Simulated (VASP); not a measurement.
Input for VASP

File POSCAR:
```
CdTe
1
    2.9522549648    -3.3749747713     0.0000000000
    2.9522549648     3.3749747713    -0.0000000000
    0.0000000000     0.0000000000     5.7562069039
Cd Te
2 2
Direct
  0.3495286133   0.6504713867   0.7500000000
  0.6504713867   0.3495286133   0.2500000000
  0.7779535569   0.2220464431   0.7500000000
  0.2220464431   0.7779535569   0.2500000000
```

### KPOINTS
```
K-points
0
gamma
  6 6 5
0 0 0
```

### INCAR
```
SYSTEM = CdTe
PREC = Accurate
ENCUT = 400
EDIFF = 1E-6
NELM = 100
ALGO = Normal
LREAL = .FALSE.
LASPH = .TRUE.
ISMEAR = 1
SIGMA = 0.1
METAGGA = R2SCAN
LMIXTAU = .TRUE.
LMAXMIX = 4
LWAVE = .FALSE.
LCHARG = .FALSE.
IBRION = 2
ISIF = 3
NSW = 60
EDIFFG = -0.02
```

POTCAR, in this order: Cd Te (PBE.64 set). Program: vasp_std.

Q: Write an equivalent input for Ansatz.

A: One equivalent input (not run):
Ansatz 0.2 input:
```yaml
crystal:
  lattice:
    - [2.9522550, -3.3749748, 0.0000000]
    - [2.9522550, 3.3749748, 0.0000000]
    - [0.0000000, 0.0000000, 5.7562069]
  atoms:
    - { symbol: Cd, position: [0.3495286, 0.6504714, 0.7500000] }
    - { symbol: Cd, position: [0.6504714, 0.3495286, 0.2500000] }
    - { symbol: Te, position: [0.7779536, 0.2220464, 0.7500000] }
    - { symbol: Te, position: [0.2220464, 0.7779536, 0.2500000] }
kpoints:
  mp_grid: { grid: [6, 6, 5] }
hamiltonian:
  xc: r2scan
  pseudopotentials: { kind: paw }
scf:
  occupations: { method: methfessel_paxton, width: 0.1 }
  max_iter: 100
relax:
  max_steps: 60
  f_tol: 0.02
  cell: {}
output: { forces: true, stress: true, eigenvalues: true }
```
The two are equivalent in intent, not identical: each code has its own PAW files, so the cut-off isn't converted (ENCUT is set for VASP's; basis.ecutwfc is left out, and Ansatz then takes the one that its files recommend); Ansatz stops its SCF on the density residual and VASP on the energy change (EDIFF).

The structure comes from a computed database's CdTe entry (Cmcm); how it stands against other phases isn't given here. This run relaxes it. Symmetry was kept, so distortions that lower it aren't found. The start is the result of an earlier pass.
